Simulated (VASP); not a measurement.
```xyz
4
Lattice="4.1000 0.0000 0.0000 0.0000 4.1000 0.0000 0.0000 0.0000 4.1000" Properties=species:S:1:pos:R:3 pbc="T T T"
Sc     0.0000     0.0000     0.0000
Al     0.0000     2.0500     2.0500
Al     2.0500     0.0000     2.0500
Al     2.0500     2.0500     0.0000
```

The base run (VASP): PBE GGA, plane waves, VASP's PBE PAW potentials (set 64). Numerical set-up: 400 eV cut-off, 7×7×7 Γ-centred mesh, first-order Methfessel-Paxton smearing of 0.10 eV, potentials Sc_sv Al.

One setting is varied; ΔE counts from the most expensive setting. The base run took about 10 core-seconds. Costs are core time on shared hosts, one run each; read them as rough ratios.

The pressure holds a Pulay error that falls with the cut-off, as the column shows.

```tsv
setting	cost over the base run	electronic steps	ΔE (meV/atom)	pressure (GPa)
ENCUT = 200	about 1/2	13	20.9	-2.91
ENCUT = 275	within a factor of 2	13	4.9	0.18
ENCUT = 425	within a factor of 2	13	0.5	0.32
base run	reference	13	0.7	0.30
ENCUT = 500	within a factor of 2	13	0.3	0.33
ENCUT = 550	within a factor of 2	13	0.2	0.34
ENCUT = 525	within a factor of 2	13	0.3	0.33
ENCUT = 775	about 2 times	13	0.0	0.35
```

Left out are runs that failed, have no time on record or changed the cell.

The compound is Al3Sc in the L1_2 structure. The cell was not relaxed at this level.
